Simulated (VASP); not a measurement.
A VASP calculation is set up with these files.

### KPOINTS
```
Automatic mesh
0
Gamma
10 10 10
0 0 0
```

**POSCAR**
```
GeOs
1
   -1.6908430000     1.6908430000     5.7243620000
    1.6908430000    -1.6908430000     5.7243620000
    1.6908430000     1.6908430000    -5.7243620000
Os Ge
2 2
Direct
  0.7500000000   0.7500000000   0.0000000000
  0.5000000000   0.0000000000   0.5000000000
  0.1660000000   0.1660000000   0.0000000000
  0.9160000000   0.4160000000   0.5000000000
```

### INCAR
```
SYSTEM=GeOs
PREC=Accurate; ENCUT=400; LREAL=.FALSE.
LASPH=.TRUE.
EDIFF=1E-6; NELM=100; ALGO=Normal
LMAXMIX=6
ISMEAR=1; SIGMA=0.1
GGA=PE
ISIF=2
LWAVE=.FALSE.; LCHARG=.FALSE.
```

POTCAR, in this order: Os Ge_d (PBE.64 set). Program: vasp_std.

**Question.** Write an equivalent input for Quantum ESPRESSO's pw.x.

**Answer.** One equivalent input (not run):
```
&CONTROL
  calculation = 'scf'
  pseudo_dir = './pseudo'
  outdir = './out'
  tprnfor = .true.
  tstress = .true.
/
&SYSTEM
  ibrav = 0
  nat = 4
  ntyp = 2
  ecutwfc = 78
  occupations = 'smearing'
  smearing = 'methfessel-paxton'
  degauss = 0.00735
  input_dft = 'pbe'
/
&ELECTRONS
  conv_thr = 7.3e-08
  electron_maxstep = 100
/
ATOMIC_SPECIES
  Os 190.230 Os.upf
  Ge 72.630 Ge.upf
CELL_PARAMETERS angstrom
    -1.6908430    1.6908430    5.7243620
     1.6908430   -1.6908430    5.7243620
     1.6908430    1.6908430   -5.7243620
ATOMIC_POSITIONS crystal
  Os   0.7500000  0.7500000  0.0000000
  Os   0.5000000  0.0000000  0.5000000
  Ge   0.1660000  0.1660000  0.0000000
  Ge   0.9160000  0.4160000  0.5000000
K_POINTS automatic
  10 10 10 0 0 0
```
The two are equivalent in intent, not identical: the potentials are each code's own (VASP's PAW set, PseudoDojo norm-conserving files in pw.x), so ENCUT and ecutwfc are chosen apart and not converted; conv_thr bounds pw.x's estimated SCF error, while EDIFF bounds the energy change between steps.

The structure was generated: GeOs was put into the NbAs type (I4_1md), which need not be its known phase. The cell was not relaxed at this level.
